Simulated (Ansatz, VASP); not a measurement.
# Cross-check of In3Pt2 (In3Pt2 (P-3m1)) between VASP and Ansatz, part 2 of 2

Aim: how closely do two programs agree when they are given the same cell, functional and k mesh? The cell is taken from a series of runs on this material, whose earlier steps may have relaxed, scaled, displaced or heated it; both programs get it as it stands.

VASP 6.6.1 and Ansatz 0.2.0.

So far: Set-up; VASP: relaxation of cell and atoms, r2SCAN.

## (3) Ansatz: relaxation of cell and atoms, r2SCAN

Level of this step: Ansatz beside VASP: Kohn-Sham DFT, plane waves, r2SCAN (Ansatz).

Ansatz runs on its PAW soft_1 files.

The same cell, functional, mesh and smearing now go to Ansatz.

input.yaml

```yaml
crystal:
  lattice:
    - [4.5722574, 0.0, 0.0]
    - [-2.2861287, 3.9596911, 0.0]
    - [0.0, 0.0, 5.5763761]
  atoms:
    - { symbol: In, position: [0.0, 0.0, 0.0] }
    - { symbol: In, position: [0.66666667, 0.33333333, 0.34967418] }
    - { symbol: In, position: [0.33333333, 0.66666667, 0.65032582] }
    - { symbol: Pt, position: [0.66666667, 0.33333333, 0.83717036] }
    - { symbol: Pt, position: [0.33333333, 0.66666667, 0.16282964] }
basis:
  ecutwfc: 500
  xc_grid: 2
hamiltonian:
  xc: r2scan
  pseudopotentials: { kind: paw, azcp: { folder: soft_1 } }
kpoints:
  mp_grid: { grid: [10, 10, 7] }
scf:
  occupations: { method: fermi_dirac, width: 0.05 }
  max_iter: 150
output:
  forces: true
  stress: true
relax:
  f_tol: 0.01
  max_steps: 60
  cell: {}
checkpoint:
  write: "../r2scan.run"
  compress: false
  write_wavefunctions: false
  write_every: 100000
```

On the command line:

```bash
$ ansatz run input.yaml --threads 4 --pin off --max-ram 6594MiB --backend cpu --events-out ev --progress --plain --runs-dir out
```

Numbers of over 12 decimals in the logs are rounded to 6 here.

The program printed:

```text
Engine: ansatz 0.2.0, aarch64-unknown-linux-gnu
Pseudopotentials: kind: paw
Pseudopotential: In, paw, valence charge 13, recommended cutoff 500 eV (meta_gga), soft_1/In.paw.azcp
Pseudopotential: Pt, paw, valence charge 18, recommended cutoff 500 eV (meta_gga), soft_1/Pt.paw.azcp
Functional definition: r2SCAN
  parameter k0 = 0.174
  parameter k1 = 0.065
  parameter a1 = 4.9479
  exchange = r2scan_x(k0 = k0, k1 = k1, a1 = a1)
  correlation = r2scan_c
Crystal: 5 atoms, lattice volume = 100.959 Å³
Basis set: ecut = 500 eV, 2571 PW (Γ), exchange–correlation on 72×72×90 points (8 copies of the dense FFT grid, shifted against one another)
Bands: 45, of which v1, the nominal top of the filled ones, is band 38 counted from 1 (37 counted from 0)
Symmetry: 12 space group operations
Space group: P-3m1 (ITA 164), of the structure as read, at distance tolerance 4.7e-5 Å
k-points: 80 of 700
Non-local potential: In, projectors of the file, l = 0: 2, l = 1: 2, l = 2: 2, l = 3: 1
Non-local potential: Pt, projectors of the file, l = 0: 3, l = 1: 2, l = 2: 2, l = 3: 1
PAW form: soft (Blöchl's): semilocal exchange-correlation on the pseudo side does not see the compensation charge
PAW frozen core: In, regenerated for the run's functional (the file was generated under x = pbe(κ = 0.804, μ = 0.219515), c = pbe(β = 0.066725))
PAW frozen core: Pt, regenerated for the run's functional (the file was generated under x = pbe(κ = 0.804, μ = 0.219515), c = pbe(β = 0.066725))
PAW one-centre angular grid: In, 590 points (default); XC on 160 Gauss nodes
PAW one-centre angular grid: Pt, 590 points (default); XC on 160 Gauss nodes
Initial density: superposition of atomic densities (chi_scale 0.1, normalization cell, long waves kept (reshape's long-wave potential 0.02 eV rms))
Initial wavefunctions: pseudopotential atomic-orbital guess
Functional: x = r2scan, c = r2scan; τ floored in thin density (d = 2e-4 eV/Å³)
SCF iter   1: F=—  HF=-41916.850198 eV  |F-HF|=—  |Δ(HF+E_count)|=         —  Δρ=8.64e-2  dr2=1.07e1  dr2_τ=5.54e-1  ethr=3.10e-3  ⟨swp⟩=7.2  Hψ=13908  notcnv=0  defer=4
preconditioner: auto → LDOS  [metal: Δε(μ)=0.014 eV  Ē_g=13.997 eV  σ=0.050 eV  W_gap=0.07  n_scr=22 (ndim 8)  ℏωp=28.4 eV  f_vac=0.012  D(μ)=1.28/eV (n_scr^D=2)  β→1.0]
SCF iter   2: F=—  HF=-41917.467424 eV  |F-HF|=—  |Δ(HF+E_count)|=   6.17e-1  Δρ=8.33e-2  dr2=1.01e1  dr2_τ=2.06e0  ethr=3.10e-3  ⟨swp⟩=3.3  Hψ=8935  notcnv=0  defer=155
SCF iter   3: F=—  HF=-41915.149045 eV  |F-HF|=—  |Δ(HF+E_count)|=    2.32e0  Δρ=4.94e-3  dr2=2.94e-2  dr2_τ=3.26e-3  ethr=3.10e-3  ⟨swp⟩=3.0  Hψ=8039  notcnv=0  defer=170
SCF iter   4: F=—  HF=-41915.152530 eV  |F-HF|=—  |Δ(HF+E_count)|=   3.49e-3  Δρ=2.82e-3  dr2=1.29e-2  dr2_τ=1.14e-3  ethr=3.92e-5  ⟨swp⟩=2.0  Hψ=7023  notcnv=0  defer=170
SCF iter   5: F=—  HF=-41915.149614 eV  |F-HF|=—  |Δ(HF+E_count)|=   2.92e-3  Δρ=5.56e-4  dr2=6.50e-4  dr2_τ=4.12e-5  ethr=1.72e-5  ⟨swp⟩=2.0  Hψ=6219  notcnv=0  defer=170
SCF iter   6: F=—  HF=-41915.149636 eV  |F-HF|=—  |Δ(HF+E_count)|=   2.16e-5  Δρ=1.92e-4  dr2=2.47e-5  dr2_τ=2.63e-6  ethr=8.66e-7  ⟨swp⟩=2.3  Hψ=5514  notcnv=0  defer=170
SCF iter   7: F=—  HF=-41915.149664 eV  |F-HF|=—  |Δ(HF+E_count)|=   2.84e-5  Δρ=5.60e-5  dr2=1.52e-6  dr2_τ=2.18e-7  ethr=3.30e-8  ⟨swp⟩=2.0  Hψ=5774  notcnv=0  defer=170
SCF iter   8: F=-41915.149669 eV  HF=-41915.149669 eV  |F-HF|=6.12e-8  |Δ(HF+E_count)|=   4.52e-6  Δρ=8.08e-6  dr2=3.58e-8  dr2_τ=3.14e-9  ethr=1.33e-10  ⟨swp⟩=3.3  Hψ=15560  notcnv=0
SCF 1 converged in 8 iterations: F = -41915.149669 eV  dr2 = 3.58e-8
  greatest PAW one-centre occupation: 1.000 electrons in one spin orbital (limit 2), on the Pt atom at site 4 (counted from 0), in its partial waves of l = 0
relax step   1: F+E_penalty+E_count = -41915.14966889 eV  Δ(F+E_penalty+E_count) = +0.000e0 eV  max|allowed force component| = 4.821e-2 eV/Å  Δτ_max = 0.0000 Å  P = -0.443 GPa  Ω = 100.959 Å³  (8 SCF iters, dr2 threshold 1.00e-7 eV, accepted)
[...]
relax step   2: F+E_penalty+E_count = -41915.14816549 eV  Δ(F+E_penalty+E_count) = +1.503e-3 eV  max|allowed force component| = 7.973e-2 eV/Å  Δτ_max = 0.0095 Å  P = +0.955 GPa  Ω = 99.899 Å³  energy of the carried Pulay correction = +1.928e-4 eV  (6 SCF iters, dr2 threshold 5.00e-7 eV, rejected (line search))
[...]
relax step   3: F+E_penalty+E_count = -41915.15058927 eV  Δ(F+E_penalty+E_count) = -9.204e-4 eV  max|allowed force component| = 1.780e-3 eV/Å  Δτ_max = 0.0036 Å  P = +0.013 GPa  Ω = 100.600 Å³  energy of the carried Pulay correction = +6.497e-5 eV  (9 SCF iters, accepted)
[...]
relax step   4: F+E_penalty+E_count = -41915.15060792 eV  Δ(F+E_penalty+E_count) = -1.864e-5 eV  max|allowed force component| = 1.996e-3 eV/Å  Δτ_max = 0.0004 Å  P = +0.015 GPa  Ω = 100.597 Å³  energy of the carried Pulay correction = +6.555e-5 eV  (5 SCF iters, dr2 threshold 1.76e-8 eV, accepted)
[...]
relax step   5: F+E_penalty+E_count = -41915.15054317 eV  Δ(F+E_penalty+E_count) = +6.475e-5 eV  max|allowed force component| = 1.983e-3 eV/Å  Δτ_max = 0.0000 Å  P = +0.015 GPa  Ω = 100.597 Å³  stress off target by 4.34e-2 GPa  SCF on the basis re-selected at this cell (its energy is not comparable with the rows above)  (5 SCF iters)
basis re-selected at this cell: Δ(F+E_penalty+E_count) = +6.475e-5 eV, ΔP = -0.001 GPa vs the last step (what re-selecting the basis moved, of the pressure what is left beyond the Pulay correction that the steps carried, after the strain that the cell walked since its last selection, with what the two solves' SCF thresholds leave and, on support functions, any second-order correction that the steps lacked; it is no m [...]
SCF converged after 5 iterations
Free energy (F): -41915.150543 eV
Harris-Foulkes:  -41915.150543 eV  (|F-HF|=2.91e-11)
Internal energy: -41915.143033 eV  (E = F + TS)
E sigma→0 (E₀):  -41915.146788 eV
Entropy (-TS):   -0.007511 eV (-1.502 meV/atom)
Fermi energy:    15.144625 eV
--- Per-component energies (eV) ---
  E_band       = -494.460584
  E_kinetic    = 1856.477879
  E_local      = -7076.441650  (includes V_loc(G=0)·N_el)
  E_nonlocal   = 1393.502905
  E_hartree    = 2844.956042
  E_xc         = -836.618039
  E_vxc        = -887.139161  (∫ρ·V_xc dr)
  E_paw        = -31730.723551  (= ΣΔE_a)
  E_vpaw       = -1530.957521  (= ΣTr[D̂ρ^β])
  E_aug_tail   = 0.001182  (compensation charges beyond the density's cutoff)
  E_vtau       = 60.183814  (kinetic-family band-sum trace: ∫τ·v_τ [+ j·A + Jᵃ·Aᵃ] dr)
  E_ewald      = -8368.731217
  E_core_change = 2.433415  (= ΣΔE_core)
  E_smearing   = -0.007511  (= −TS)
  E_closure    = 0.000000  (closes the sum)
  Σ components = -41915.150543   (vs F -41915.150543, Δ=0.00e0)
--- Forces (eV/Å), atoms counted from 1 ---
  atom   1  In     0.00000000    -0.00000000     0.00000000
  atom   2  In     0.00000000     0.00000000     0.00096230
  atom   3  In    -0.00000000    -0.00000000    -0.00096230
  atom   4  Pt     0.00000000    -0.00000000    -0.00198293
  atom   5  Pt     0.00000000     0.00000000     0.00198293
  max |Σ_I F_I| component: 9.25e-18 eV/Å
--- Stress (GPa, compression-positive) ---
        0.000135       0.000000      -0.000000
        0.000000       0.000135       0.000000
       -0.000000       0.000000       0.043352
  P = ⅓ Tr σ = 0.0145 GPa (0.145 kbar)
--- Relaxed structure (4 steps of the walk, 3 accepted, 1 SCFs on fresh bases) ---
  F+E_penalty+E_count = -41915.15054317 eV   max|allowed force component| = 1.983e-3 eV/Å   (the final SCF, on the basis selected at the relaxed cell)
  cell:  # Å, volume = 100.5971 Å³
    - [4.562879, 0, 0]
    - [-2.281440, 3.951569, 0]
    - [0, 0, 5.579262]
  atoms:
    - { symbol: In, position: [0, 0, 0] }
    - { symbol: In, position: [0.666667, 0.333333, 0.348989] }
    - { symbol: In, position: [0.333333, 0.666667, 0.651011] }
    - { symbol: Pt, position: [0.666667, 0.333333, 0.836926] }
    - { symbol: Pt, position: [0.333333, 0.666667, 0.163074] }
```

Reading the cycles: dr2 is the Hartree energy of the density residual (eV), the measure of convergence; HF is the Harris–Foulkes estimate of the energy, which meets the free energy F at convergence.

## (4) Comparison

Known differences besides the potentials themselves: VASP keeps PBE cores, Ansatz makes them for the functional; the data sets hold 75 valence electrons in Ansatz (on its PAW soft_1 files) and 59 in VASP; the cutoff is 500 eV in Ansatz and 550 eV in VASP; Ansatz adds a Pulay correction to the stress that steers its cell, VASP none. Total energies have different zeros and are not compared.

The two programs side by side:

```csv
quantity,Ansatz,VASP,difference
volume (Å³),100.60,100.86,-0.26 %
"edge a after relaxation, in the typed setting (Å)",4.563,4.566,-0.07 %
"edge c after relaxation, in the typed setting (Å)",5.579,5.586,-0.11 %
```

## (5) Results

| Quantity | Value |
| --- | --- |
| difference in volume (relaxation of cell and atoms, r2SCAN) | -0.26 % |

In words: The difference in volume is -0.26 % (relaxation of cell and atoms, r2SCAN), within the 1.2 % picked in this series as the mark of a large difference, as far as the stopping tolerances let one tell. The data sets hold unlike numbers of valence electrons (75 in Ansatz and 59 in VASP), so part of the differences comes from the potentials. How closely two codes agree says nothing of how well the functional describes the real material.

[Lines on the potential files, build, host, timing and source positions are cut from VASP's logs without a mark.]

[Logs are printed without paths, hosts, clocks, repeated set-up lines and the standing remarks that a program may print on its own settings, such as how far it seeks lower states.]

[Hosts, paths, dates, database ids (printed as entryN), source tags and the programs' standing remarks are cut or masked in the printed files.]
